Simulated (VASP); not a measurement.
MgO (rock salt): the LDA mean ε∞ (DFPT) against the volume, with the cell scaled uniformly; LDA's own equilibrium is at 8.906 Å³/atom. VASP (PAW), 520 eV cut-off, 13×13×13 Γ-centred mesh, Gaussian smearing of 0.010 eV, potentials Mg O.  Fit the value as a straight line in ln V.

```csv
V (Å³/atom),LDA mean ε∞ (DFPT)
7.837,2.98
8.104,3.00
8.371,3.03
8.639,3.06
8.906,3.09
9.173,3.13
```

Question: Fit the rows as the text says and predict the value at 9.44.

Answer: The slope against ln V is 0.95. The line misses the rows by up to 0.01 and gives 3.15 at 9.44. The run gave 3.16, +0.01 from the line.

Left out are failed runs and those whose mesh is unfit for this quantity.

The compound is MgO in the rock salt structure.
